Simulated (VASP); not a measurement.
Data:

```yaml
crystal:
  lattice:
    - [0.00000, 2.51660, 2.51660]
    - [2.51660, 0.00000, 2.51660]
    - [2.51660, 2.51660, 0.00000]
  atoms:
    - { symbol: Hf, position: [0.00000, 0.00000, 0.00000] }
    - { symbol: O, position: [0.25000, 0.25000, 0.25000] }
    - { symbol: O, position: [0.75000, 0.75000, 0.75000] }
```

These are r2SCAN meta-GGA, VASP's PBE PAW potentials (set 64) (plane waves; VASP) values and carry that method's errors. Numerical set-up: 520 eV cut-off, 8×8×8 Γ-centred mesh, Gaussian smearing of 0.050 eV, potentials Hf_pv O.

Unless said otherwise, spin-orbit coupling is left out, though it shifts the bands of the heavy elements here.

Q: Predict the energy per atom (σ→0), band gap (on the k-mesh) with the smallest direct gap where there is one.

A: 
```
Quantity                                      Result
-----------------------------------  ---------------
band gap (on the k-mesh)                     4.36 eV
smallest direct gap (on the k-mesh)          4.36 eV
energy per atom (σ→0)                -22.851 eV/atom
```

Total energies compare only between runs with the same potentials, cut-off and functional.

The compound is HfO2 in the fluorite structure, the high-temperature cubic form, which is unstable at 0 K; the monoclinic form is the stable one. It was relaxed first. The start is the result of an earlier pass.
